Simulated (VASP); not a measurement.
Data:

```
CdSe
1.0
    2.16691    -3.74072     0.00000
    2.16691     3.74072     0.00000
    0.00000     0.00000     7.18797
Cd Se
2 2
Cartesian
  2.16691  -1.24691   3.59399
  2.16691   1.24691   0.00000
  2.16691  -1.24691   6.29666
  2.20599   1.24691   2.70268
```

These are PBE GGA, VASP's PBE PAW potentials (set 64) (plane waves; VASP) values and carry that method's errors. Settings: 400 eV cut-off, 5×5×3 Γ-centred mesh, second-order Methfessel-Paxton smearing of 0.010 eV, potentials Cd Se.

Q: Give the stress tensor in GPa (positive for a compressed cell).

A: 
```
 1.38   0.34   0.20
 0.34   1.59   0.01
 0.20   0.01  -0.09
```
The pressure is its mean diagonal, 0.96 GPa.

The compound is CdSe in the wurtzite structure. The cell was not relaxed at this level, atoms are displaced from their ideal sites. The run is one of a series of settings (ISMEAR = 2, SIGMA = 0.01 against the base run), some of them coarse on purpose.
